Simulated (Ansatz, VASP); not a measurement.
# GaN in two plane-wave programs, part 2 of 3

One calculation is typed for both programs; each brings its own data sets. How far apart do they land? The cell is taken from a series of runs on this material, whose earlier steps may have relaxed, scaled, displaced or heated it; both programs get it as it stands.

VASP 6.6.1 and Ansatz 0.2.0.

So far: The starting structure; Ansatz: zone-centre phonons, PBE, pair 1.

### Step 3. VASP: zone-centre phonons, PBE, pair 1

Level of this step: PBE; plane waves and PAW (N, Ga_d) (VASP).

The same cell, functional and mesh now go to VASP, with its own data sets.

Lines of VASP's logs that name or quote its potential files are left out, and so is its time.

INCAR

```
SYSTEM = GaN
PREC = Accurate
ENCUT = 600
EDIFF = 1E-08
NELM = 120
ISMEAR = 0
SIGMA = 0.01
LREAL = .FALSE.
ALGO = Normal
GGA = PE
NBANDS = 15
LORBIT = 11
LWAVE = .FALSE.
LCHARG = .FALSE.
ISIF = 2
IBRION = 8
LEPSILON = .TRUE.
LASPH = .TRUE.
GGA_COMPAT = .FALSE.
EFERMI = MIDGAP
KPAR = 2
```

POSCAR

```
GaN
1.0
    0.0000000000      2.2591491287      2.2591491287
    2.2591491287      0.0000000000      2.2591491287
    2.2591491287      2.2591491287      0.0000000000
N Ga
1 1
Direct
    0.2500000000      0.2500000000      0.2500000000
    0.0000000000      0.0000000000      0.0000000000
```

KPOINTS

```
Automatic mesh
0
Gamma
16 16 16
0 0 0
```

Potentials, in the order of the species: N and Ga_d (PBE family, release 64).

On the command line:

```bash
$ mpirun -np 2 vasp_std
```

Numbers of over 12 decimals in the logs are rounded to 6 here.

What it wrote:

```text
[banner, memory and clock lines left out]
running    2 mpi-ranks, on    1 nodes
 distrk:  each k-point on    1 cores,    2 groups
 distr:  one band on    1 cores,    1 groups

 POSCAR found type information on POSCAR N Ga
 POSCAR found :  2 types and       2 ions
 LDA part: xc-table for (Slater+PW92), standard interpolation
 POSCAR, INCAR and KPOINTS ok, starting setup
 FFT: planning ... GRIDC
 FFT: planning ... GRID_SOFT
 FFT: planning ... GRID
 WAVECAR not read
 entering main loop
       N       E                     dE             d eps       ncg     rms          rms(c)
DAV:   1     0.912813753464E+02    0.91281E+02   -0.10368E+04  4817   0.233E+03
DAV:   2    -0.714413559372E+01   -0.98426E+02   -0.91632E+02  4980   0.369E+02
DAV:   3    -0.140448607327E+02   -0.69007E+01   -0.68648E+01  4896   0.829E+01
DAV:   4    -0.141371626181E+02   -0.92302E-01   -0.92275E-01  5579   0.104E+01
DAV:   5    -0.141383222262E+02   -0.11596E-02   -0.11596E-02  5234   0.105E+00    0.768E+00
DAV:   6    -0.121481069596E+02    0.19902E+01   -0.52018E+00  6562   0.426E+01    0.267E+00
DAV:   7    -0.121566746124E+02   -0.85677E-02   -0.33024E-01  4896   0.711E+00    0.174E+00
DAV:   8    -0.121534263575E+02    0.32483E-02   -0.61516E-02  4973   0.367E+00    0.764E-01
DAV:   9    -0.121492789242E+02    0.41474E-02   -0.15936E-02  6594   0.307E+00    0.196E-01
DAV:  10    -0.121496039029E+02   -0.32498E-03   -0.15576E-03  5109   0.602E-01    0.836E-02
DAV:  11    -0.121495298893E+02    0.74014E-04   -0.27713E-04  6588   0.275E-01    0.117E-02
DAV:  12    -0.121495361850E+02   -0.62957E-05   -0.28138E-05  4958   0.679E-02    0.925E-03
DAV:  13    -0.121495360373E+02    0.14770E-06   -0.15336E-06  5610   0.137E-02    0.239E-03
DAV:  14    -0.121495359748E+02    0.62410E-07   -0.67150E-08  5557   0.296E-03    0.495E-04
DAV:  15    -0.121495359651E+02    0.97189E-08   -0.45115E-09  4156   0.658E-04
   1 F= -.12149536E+02 E0= -.12149536E+02  d E =0.000000E+00
 Linear response reoptimize wavefunctions to high precision
DAV:   1    -0.121495359741E+02   -0.90108E-08   -0.42328E-10  3512   0.328E-04
DAV:   2    -0.121495359742E+02   -0.10914E-10   -0.13386E-10  2903   0.130E-04
 Linear response G [H, r] |phi>, progress :
  Direction:   1
       N       E                     dE             d eps       ncg     rms
 LRF_COMMUTATOR internal error: the vector H(1)-e(1) S(1) |phi(0)> is not orthog
 onal to |phi(0)> (1.038555879659564E-004,-1.440948055320135E-014)
 LRF_COMMUTATOR internal error: the vector H(1)-e(1) S(1) |phi(0)> is not orthog
 onal to |phi(0)> (-1.028567519394674E-004,-3.719247132494274E-015)
 LRF_COMMUTATOR internal error: the vector H(1)-e(1) S(1) |phi(0)> is not orthog
 onal to |phi(0)> (1.025383874458654E-004,8.302386556024999E-015)
 LRF_COMMUTATOR internal error: the vector H(1)-e(1) S(1) |phi(0)> is not orthog
 onal to |phi(0)> (1.096238349928384E-004,-1.187591691653722E-014)
RMM:   1    -0.447211222426E+02   -0.44721E+02    0.63293E+00  5274   0.267E+02
 LRF_COMMUTATOR internal error: the vector H(1)-e(1) S(1) |phi(0)> is not orthog
 onal to |phi(0)> (1.038555879659564E-004,-1.440948055320135E-014)
 LRF_COMMUTATOR internal error: the vector H(1)-e(1) S(1) |phi(0)> is not orthog
 onal to |phi(0)> (-1.028567519394674E-004,-3.719247132494274E-015)
 LRF_COMMUTATOR internal error: the vector H(1)-e(1) S(1) |phi(0)> is not orthog
 onal to |phi(0)> (1.025383874458654E-004,8.302386556024999E-015)
 LRF_COMMUTATOR internal error: the vector H(1)-e(1) S(1) |phi(0)> is not orthog
 onal to |phi(0)> (1.096238349928384E-004,-1.187591691653722E-014)
RMM:   2    -0.484469935790E+02   -0.37259E+01   -0.80063E+01  8565   0.585E+01
 LRF_COMMUTATOR internal error: the vector H(1)-e(1) S(1) |phi(0)> is not orthog
 onal to |phi(0)> (1.038555879659564E-004,-1.440948055320135E-014)
 LRF_COMMUTATOR internal error: the vector H(1)-e(1) S(1) |phi(0)> is not orthog
 onal to |phi(0)> (-1.028567519394674E-004,-3.719247132494274E-015)
 LRF_COMMUTATOR internal error: the vector H(1)-e(1) S(1) |phi(0)> is not orthog
 onal to |phi(0)> (1.025383874458654E-004,8.302386556024999E-015)
 LRF_COMMUTATOR internal error: the vector H(1)-e(1) S(1) |phi(0)> is not orthog
 onal to |phi(0)> (1.096238349928384E-004,-1.187591691653722E-014)
RMM:   3    -0.492370761268E+02   -0.79008E+00   -0.42231E+00  8819   0.160E+01
RMM:   4    -0.491700109789E+02    0.67065E-01   -0.28720E-02  9534   0.353E+00
RMM:   5    -0.491909580207E+02   -0.20947E-01   -0.57244E-02  9716   0.754E-01
RMM:   6    -0.491864271578E+02    0.45309E-02   -0.29020E-03  9744   0.226E-01
RMM:   7    -0.491862569448E+02    0.17021E-03   -0.24050E-04  9902   0.695E-02
RMM:   8    -0.491861895684E+02    0.67376E-04    0.55796E-04  9903   0.224E-02
RMM:   9    -0.491862298855E+02   -0.40317E-04    0.16673E-04  9857   0.820E-03
RMM:  10    -0.491862330257E+02   -0.31402E-05    0.13687E-04  9522   0.348E-03
RMM:  11    -0.491862487069E+02   -0.15681E-04   -0.19662E-05  8672   0.199E-03
[...]
RMM:   6    -0.373634637944E+00   -0.95135E-07   -0.74380E-07  9415   0.778E-03
RMM:   7    -0.373634673669E+00   -0.35725E-07   -0.11847E-07  9250   0.255E-03
RMM:   8    -0.373634672160E+00    0.15089E-08    0.15861E-08  8573   0.906E-04
 change of polarisation eV/A/(eV/A) component  1 :     0.747     0.328     0.079
[...]
RMM:  10    -0.342140944869E+00    0.21425E-05   -0.15328E-07 39159   0.490E-04    0.686E-05
RMM:  11    -0.342139428771E+00    0.15161E-05   -0.84684E-08 35238   0.159E-04    0.178E-05
RMM:  12    -0.342139659928E+00   -0.23116E-06   -0.65953E-08 19239   0.706E-05    0.458E-06
 change of polarisation eV/A/(eV/A) component  1 :     0.632     0.112     0.062
 dielectric tensor                  component  1 :     5.960     0.880     0.487
 Linear response to external field, progress :
  Direction:   2
       N       E                     dE             d eps       ncg     rms          rms(c)
RMM:   1    -0.511220496158E-01   -0.51122E-01    0.16929E+00 20156   0.738E+00
RMM:   2    -0.322697749624E+00   -0.27158E+00   -0.31634E-02 38339   0.154E+00    0.877E-01
RMM:   3    -0.322519242003E+00    0.17851E-03   -0.45172E-03 38101   0.559E-01    0.520E-01
RMM:   4    -0.340979334650E+00   -0.18460E-01   -0.39014E-03 37630   0.568E-01    0.411E-02
RMM:   5    -0.341213569261E+00   -0.23423E-03   -0.22590E-04 39310   0.124E-01    0.324E-02
RMM:   6    -0.341907530650E+00   -0.69396E-03   -0.56287E-05 36374   0.507E-02    0.643E-03
RMM:   7    -0.342145042521E+00   -0.23751E-03   -0.47309E-06 40096   0.138E-02    0.264E-03
RMM:   8    -0.342125101329E+00    0.19941E-04   -0.79751E-07 38583   0.472E-03    0.544E-04
RMM:   9    -0.342142501049E+00   -0.17400E-04   -0.29208E-07 39694   0.122E-03    0.191E-04
RMM:  10    -0.342140555862E+00    0.19452E-05   -0.17455E-07 39124   0.497E-04    0.706E-05
RMM:  11    -0.342139007720E+00    0.15481E-05   -0.72119E-08 35302   0.160E-04    0.178E-05
RMM:  12    -0.342139207390E+00   -0.19967E-06   -0.62575E-08 20377   0.725E-05    0.507E-06
 change of polarisation eV/A/(eV/A) component  2 :     0.079     0.632     0.067
 dielectric tensor                  component  2 :     0.622     5.960     0.524
 Linear response to external field, progress :
  Direction:   3
       N       E                     dE             d eps       ncg     rms          rms(c)
RMM:   1    -0.513739348232E-01   -0.51374E-01    0.16904E+00 20156   0.737E+00
RMM:   2    -0.322700294264E+00   -0.27133E+00   -0.31614E-02 38340   0.154E+00    0.877E-01
RMM:   3    -0.322518945876E+00    0.18135E-03   -0.45136E-03 38105   0.559E-01    0.520E-01
RMM:   4    -0.340977790391E+00   -0.18459E-01   -0.38933E-03 37645   0.568E-01    0.411E-02
RMM:   5    -0.341213152463E+00   -0.23536E-03   -0.22287E-04 39309   0.124E-01    0.324E-02
RMM:   6    -0.341907386444E+00   -0.69423E-03   -0.55695E-05 36369   0.506E-02    0.643E-03
RMM:   7    -0.342145142915E+00   -0.23776E-03   -0.45676E-06 40102   0.138E-02    0.264E-03
RMM:   8    -0.342125356488E+00    0.19786E-04   -0.76181E-07 38588   0.472E-03    0.537E-04
RMM:   9    -0.342142318645E+00   -0.16962E-04   -0.28651E-07 39719   0.122E-03    0.197E-04
RMM:  10    -0.342140746931E+00    0.15717E-05   -0.19545E-07 39076   0.507E-04    0.724E-05
RMM:  11    -0.342139152896E+00    0.15940E-05   -0.87608E-08 35428   0.162E-04    0.185E-05
RMM:  12    -0.342139328324E+00   -0.17543E-06   -0.79422E-08 21732   0.751E-05    0.535E-06
 change of polarisation eV/A/(eV/A) component  3 :     0.066     0.109     0.632
 dielectric tensor                  component  3 :     0.515     0.854     5.960
 Linear response DOF=           2
 Linear response progress:
  Degree of freedom:   1/  2
       N       E                     dE             d eps       ncg     rms          rms(c)
RMM:   1    -0.236498860453E+00   -0.23650E+00    0.13245E-01 44070   0.393E+00
RMM:   2    -0.230511768722E+00    0.59871E-02   -0.89994E-03 32941   0.103E+00    0.137E-01
RMM:   3    -0.231727386523E+00   -0.12156E-02   -0.13534E-03 36394   0.320E-01    0.687E-02
RMM:   4    -0.233125203541E+00   -0.13978E-02   -0.33265E-04 35240   0.134E-01    0.191E-02
RMM:   5    -0.233282187843E+00   -0.15698E-03   -0.16450E-05 37404   0.402E-02    0.399E-03
RMM:   6    -0.233197253613E+00    0.84934E-04   -0.10864E-06 35547   0.102E-02    0.163E-03
RMM:   7    -0.233172243794E+00    0.25010E-04   -0.12557E-07 37299   0.304E-03    0.932E-05
RMM:   8    -0.233174152006E+00   -0.19082E-05   -0.14323E-08 36607   0.731E-04    0.416E-05
RMM:   9    -0.233173819627E+00    0.33238E-06   -0.83408E-09 37330   0.261E-04    0.559E-06
RMM:  10    -0.233173778837E+00    0.40790E-07   -0.57995E-09 37449   0.115E-04    0.393E-06
RMM:  11    -0.233173828956E+00   -0.50119E-07   -0.40688E-09 37567   0.744E-05    0.481E-07
RMM:  12    -0.233173831860E+00   -0.29035E-08   -0.36855E-09 33857   0.622E-05    0.364E-07
 first order change of Fermi-energy   0.67158E+00
 force on displaced ion       1 direction 1 : -11.980  -0.000  -0.000
 Born effective charge ion    1 direction 1 :  -2.670   0.000   0.000
 Linear response progress:
  Degree of freedom:   2/  2
       N       E                     dE             d eps       ncg     rms          rms(c)
RMM:   1    -0.160839758788E+00   -0.16084E+00    0.22585E-01 23736   0.880E+00
RMM:   2    -0.159172931378E+00    0.16668E-02   -0.32781E-02 36395   0.168E+00    0.530E-02
RMM:   3    -0.159333821884E+00   -0.16089E-03   -0.22932E-03 36984   0.398E-01    0.328E-02
RMM:   4    -0.158935378145E+00    0.39844E-03   -0.17731E-04 38578   0.120E-01    0.351E-03
RMM:   5    -0.158941750680E+00   -0.63725E-05    0.11379E-05 40146   0.356E-02    0.218E-03
RMM:   6    -0.158945866717E+00   -0.41160E-05    0.13372E-05 39137   0.120E-02    0.390E-04
RMM:   7    -0.158946826890E+00   -0.96017E-06    0.76284E-06 40871   0.419E-03    0.330E-04
RMM:   8    -0.158948362551E+00   -0.15357E-05    0.46910E-06 38715   0.165E-03    0.376E-05
RMM:   9    -0.158948731555E+00   -0.36900E-06    0.28497E-06 40931   0.632E-04    0.177E-05
RMM:  10    -0.158948923374E+00   -0.19182E-06    0.19942E-06 40027   0.282E-04    0.333E-06
RMM:  11    -0.158949034119E+00   -0.11074E-06    0.96738E-07 40324   0.147E-04    0.270E-06
RMM:  12    -0.158949050793E+00   -0.16674E-07    0.65750E-07 39637   0.982E-05    0.625E-07
RMM:  13    -0.158949095193E+00   -0.44399E-07    0.20224E-07 38632   0.767E-05    0.444E-07
RMM:  14    -0.158949096821E+00   -0.16285E-08    0.17438E-07 31776   0.681E-05    0.147E-07
RMM:  15    -0.158949109565E+00   -0.12744E-07    0.43086E-08 26718   0.640E-05    0.364E-08
 first order change of Fermi-energy  -0.67128E+00
 force on displaced ion       2 direction 1 : -12.000  -0.000  -0.000
 Born effective charge ion    2 direction 1 :   2.671   0.000   0.000
 Born effective charges drift removed
 Linear response finished
```

Parts of OUTCAR (step 3):

```text
ion  position               nearest neighbor table
   1  0.250  0.250  0.250-   2 1.96   2 1.96   2 1.96   2 1.96
   2  0.000  0.000  0.000-   1 1.96   1 1.96   1 1.96   1 1.96

  LATTYP: Found a face centered cubic cell.
 ALAT       =     4.5182982574

 Subroutine GETGRP returns: Found 24 space group operations
 (whereof 24 operations were pure point group operations)

The static configuration has the point symmetry T_d .

 Found    145 irreducible k-points:

   k-points           NKPTS =    145   k-points in BZ     NKDIM =    145   number of bands    NBANDS=     15

   dimension x,y,z NGX =    28 NGY =   28 NGZ =   28
   dimension x,y,z NGXF=    56 NGYF=   56 NGZF=   56

   ENCUT  =  600.0 eV  44.10 Ry    6.64 a.u.   6.38  6.38  6.38*2*pi/ulx,y,z

   NELECT =      18.0000    total number of electrons

 k-points in reciprocal lattice and weights: Automatic mesh
   0.00000000  0.00000000  0.00000000       0.000
   0.06250000  0.00000000  0.00000000       0.002
   0.12500000  0.00000000  0.00000000       0.002
   0.18750000  0.00000000  0.00000000       0.002
   0.25000000  0.00000000  0.00000000       0.002
   0.31250000  0.00000000  0.00000000       0.002
   0.37500000  0.00000000  0.00000000       0.002
   0.43750000  0.00000000  0.00000000       0.002
   0.50000000  0.00000000  0.00000000       0.001
[...]
-0.31250000  0.50000000  0.18750000       0.003
  -0.25000000  0.50000000  0.25000000       0.001

 average (electrostatic) potential at core
       1 -62.1536       2 -63.6027

  Total        0.5053508      0.5053508      0.5053508      0.0000000      0.0000000     -0.0000000
  in kB       35.1106455     35.1106455     35.1106455      0.0000000      0.0000000     -0.0000000
  external PRESSURE =      35.1106455 kB  Pullay stress =       0.0000000 kB

  energy-cutoff  :      600.00
  volume of cell :       23.06
      direct lattice vectors                 reciprocal lattice vectors
     0.000000000  2.259149129  2.259149129    -0.221322264  0.221322264  0.221322264
     2.259149129  0.000000000  2.259149129     0.221322264 -0.221322264  0.221322264
     2.259149129  2.259149129  0.000000000     0.221322264  0.221322264 -0.221322264

 POSITION                                       TOTAL-FORCE (eV/Angst)
 -----------------------------------------------------------------------------------
      1.12957      1.12957      1.12957         0.000000     -0.000000     -0.000000
      0.00000      0.00000      0.00000        -0.000000      0.000000      0.000000
 -----------------------------------------------------------------------------------
    total drift:                                0.000000      0.000000      0.000000

 MACROSCOPIC STATIC DIELECTRIC TENSOR (including local field effects in DFT)
 ------------------------------------------------------
           5.960208    -0.000000    -0.000000
           0.000000     5.960208    -0.000000
           0.000000     0.000000     5.960208
 ------------------------------------------------------

 PIEZOELECTRIC TENSOR (including local field effects)  for field in x, y, z        (C/m^2)
          XX          YY          ZZ          XY          YZ          ZX
  --------------------------------------------------------------------------------
  x    -0.00000    -0.00000    -0.00000     0.00000    -1.03012     0.00000
  y     0.00000     0.00000     0.00000     0.00000     0.00000    -1.03012
  z     0.00000     0.00000     0.00000    -1.03012     0.00000     0.00000

 BORN EFFECTIVE CHARGES (including local field effects) (in |e|, cummulative output)
 ---------------------------------------------------------------------------------
 ion    1
    1    -2.67020     0.00000     0.00000
    2     0.00000    -2.67020     0.00000
    3     0.00000    -0.00000    -2.67020
 ion    2
    1     2.67020     0.00000     0.00000
    2     0.00000     2.67020     0.00000
    3    -0.00000     0.00000     2.67020

 Eigenvectors and eigenvalues of the dynamical matrix
 ----------------------------------------------------

   1 f  =   15.848826 THz    99.581113 2PiTHz  528.659941 cm-1    65.545449 meV
             X         Y         Z           dx          dy          dz
      1.129575  1.129575  1.129575     0.000000    0.912436    0.000000
      0.000000  0.000000  0.000000     0.000000   -0.409219    0.000000

   2 f  =   15.848826 THz    99.581113 2PiTHz  528.659941 cm-1    65.545449 meV
             X         Y         Z           dx          dy          dz
      1.129575  1.129575  1.129575     0.912436    0.000000    0.000000
      0.000000  0.000000  0.000000    -0.409219    0.000000    0.000000

   3 f  =   15.848826 THz    99.581113 2PiTHz  528.659941 cm-1    65.545449 meV
             X         Y         Z           dx          dy          dz
      1.129575  1.129575  1.129575     0.000000    0.000000    0.912436
      0.000000  0.000000  0.000000     0.000000    0.000000   -0.409219

   4 f/i=    0.004924 THz     0.030939 2PiTHz    0.164248 cm-1     0.020364 meV
             X         Y         Z           dx          dy          dz
      1.129575  1.129575  1.129575     0.000000   -0.409219    0.000000
      0.000000  0.000000  0.000000     0.000000   -0.912436    0.000000

   5 f/i=    0.004924 THz     0.030939 2PiTHz    0.164248 cm-1     0.020364 meV
             X         Y         Z           dx          dy          dz
      1.129575  1.129575  1.129575    -0.409219    0.000000    0.000000
      0.000000  0.000000  0.000000    -0.912436    0.000000    0.000000

   6 f/i=    0.004924 THz     0.030939 2PiTHz    0.164248 cm-1     0.020364 meV
             X         Y         Z           dx          dy          dz
      1.129575  1.129575  1.129575     0.000000    0.000000   -0.409219
      0.000000  0.000000  0.000000     0.000000    0.000000   -0.912436

 MACROSCOPIC STATIC DIELECTRIC TENSOR IONIC CONTRIBUTION
 ------------------------------------------------------
           4.666277     0.000000    -0.000000
           0.000000     4.666277     0.000000
          -0.000000     0.000000     4.666277
 ------------------------------------------------------

 ELASTIC MODULI CONTR FROM IONIC RELAXATION (kBar)
 Direction    XX          YY          ZZ          XY          YZ          ZX
 --------------------------------------------------------------------------------
 XX          -0.0000      0.0000      0.0000     -0.0000      0.0000      0.0000
 YY           0.0000     -0.0000      0.0000     -0.0000     -0.0000     -0.0000
 ZZ           0.0000      0.0000     -0.0000      0.0000     -0.0000      0.0000
 XY          -0.0000     -0.0000      0.0000   -349.8435      0.0000      0.0000
 YZ           0.0000     -0.0000     -0.0000      0.0000   -349.8435      0.0000
 ZX           0.0000     -0.0000      0.0000      0.0000      0.0000   -349.8435
 --------------------------------------------------------------------------------

 PIEZOELECTRIC TENSOR IONIC CONTR  for field in x, y, z        (C/m^2)
          XX          YY          ZZ          XY          YZ          ZX
  --------------------------------------------------------------------------------
  x    -0.00000     0.00000     0.00000     0.00000     1.20225     0.00000
  y    -0.00000     0.00000    -0.00000     0.00000     0.00000     1.20225
  z     0.00000     0.00000    -0.00000     1.20225    -0.00000     0.00000
```

### Step 4. Comparison

Known differences besides the potentials themselves: fixed occupations in Ansatz, narrow Gaussian smearing in VASP; VASP's response is taken on the typed mesh, Ansatz refines its own for the field response alone; the cutoff is 420 eV in Ansatz and 600 eV in VASP; VASP's log repeats an internal error in its field response. Total energies have different zeros and are not compared.

Compared:

| quantity | Ansatz | VASP | difference |
| --- | --- | --- | --- |
| ε∞ xx | 6.01 | 5.96 | +0.77 % |
| ε∞ yy | 6.01 | 5.96 | +0.77 % |
| ε∞ zz | 6.01 | 5.96 | +0.77 % |
| Born charge of N1 (mean of the diagonal) (e) | -2.67 | -2.67 | 0.00 |
| Born charge of Ga2 (mean of the diagonal) (e) | 2.67 | 2.67 | 0.00 |
| optical mode 1 to 3 (cm⁻¹) | 531.7 | 528.7 | +0.58 % |

Modes are paired by rising frequency, not by their patterns, so a pair may set unlike modes beside each other; they are those without the splitting of longitudinal modes.

(Part 2 of 3 ends here.)

[Lines on the potential files, build, host, timing and source positions are cut from VASP's logs without a mark.]

[Logs are printed without paths, hosts, clocks, repeated set-up lines and the standing remarks that a program may print on its own settings, such as how far it seeks lower states.]

[Hosts, paths, dates, database ids (printed as entryN), source tags and the programs' standing remarks are cut or masked in the printed files.]
